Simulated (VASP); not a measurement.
Here is the system:

```yaml
crystal:
  lattice:
    - [0.00000, 3.10712, 3.10712]
    - [3.10712, 0.00000, 3.10712]
    - [3.10712, 3.10712, 0.00000]
  atoms:
    - { symbol: Sr, position: [0.00000, 0.00000, 0.00000] }
    - { symbol: Te, position: [0.50000, 0.50000, 0.50000] }
```

These are PBEsol GGA, VASP's PBE PAW potentials (set 64) (plane waves; VASP 6.6.1) values and carry that method's errors. Run with 500 eV cut-off, 7×7×7 Γ-centred mesh, Gaussian smearing of 0.050 eV, potentials Sr_sv Te.

Task: Predict the energy per atom (σ→0), pressure.

Result: 
- energy per atom (σ→0) = -4.254 eV/atom
- pressure = 9.93 GPa

The compound is SrTe in the rock salt structure. It was relaxed first under an external pressure of 10 GPa.
